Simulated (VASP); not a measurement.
PtSe2:

```
Pt Se
1.0
     3.72400    0.00000    0.00000
    -1.86200    3.22508    0.00000
     0.00000    0.00000    5.22905
Pt Se
1 2
Cartesian
  0.0000 0.0000 0.0000
  0.0000 2.1501 1.2655
  1.8620 1.0750 3.9635
```

- Program: VASP 6.6.1
- Task: relaxation of the atoms
- Functional: optB88-vdW
- Potentials or basis: VASP PAW PBE potentials, release 64 (Pt, Se)
- Cutoff: 520 eV
- k mesh: 10 × 10 × 8
- Occupations: gaussian, width 0.05 eV
- Spin: no spin polarisation

At the start: pressure 7.5 GPa; volume 20.93 Å³/atom.

Problem. Where does the relaxation end?

Solution. Over 3 steps the energy falls by 24.8 meV/atom; space group P-3m1 (No. 164, to 0.05 Å).

Step by step:
```csv
step,energy change (eV),largest force (eV/Å),pressure (GPa)
1,0.0000,0.9583,7.54
2,-0.0618,0.3845,4.60
3,-0.0745,0.0099,2.70
```

Final structure:
```
CELL_PARAMETERS angstrom
3.72400 0.00000 0.00000
-1.86200 3.22508 0.00000
0.00000 0.00000 5.22905
ATOMIC_POSITIONS crystal
Pt 0.00000 0.00000 0.00000
Se 0.33333 0.66667 0.25714
Se 0.66667 0.33333 0.74286
```

Caveat: the PAW data sets were made with another functional, which shifts forces and pressure a little.
